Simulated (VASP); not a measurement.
## C: computed properties

Method: r2SCAN meta-GGA, VASP's PBE PAW potentials (set 64) (plane waves; VASP).

For C, the space group comes out as P6/mmm (191) and the cell comes out as a = 2.4579 Å, b = 2.4579 Å, c = 19.9965 Å, α = 90.00°, β = 90.00°, γ = 120.00°. The band gap (over mesh and band path) is none (metal, semimetal or under 0.01 eV).

```cif
data_C2
_chemical_formula_sum 'C2'
_space_group_name_H-M_alt 'P 1'
_space_group_IT_number 1
_cell_length_a 2.45788
_cell_length_b 2.45788
_cell_length_c 19.99650
_cell_angle_alpha 90.000
_cell_angle_beta 90.000
_cell_angle_gamma 120.000
loop_
_space_group_symop_operation_xyz
  'x, y, z'
loop_
_atom_site_label
_atom_site_type_symbol
_atom_site_fract_x
_atom_site_fract_y
_atom_site_fract_z
_atom_site_occupancy
C1 C 0.66667 0.33333 0.00000 1
C2 C 0.33333 0.66667 0.00000 1
```

The cell holds vacuum, so volume and density refer to the whole cell. The cell holds a wide vacuum, so values per volume refer to the whole cell.

The cell is a sheet with vacuum, built from a database entry that may be metastable or hypothetical.
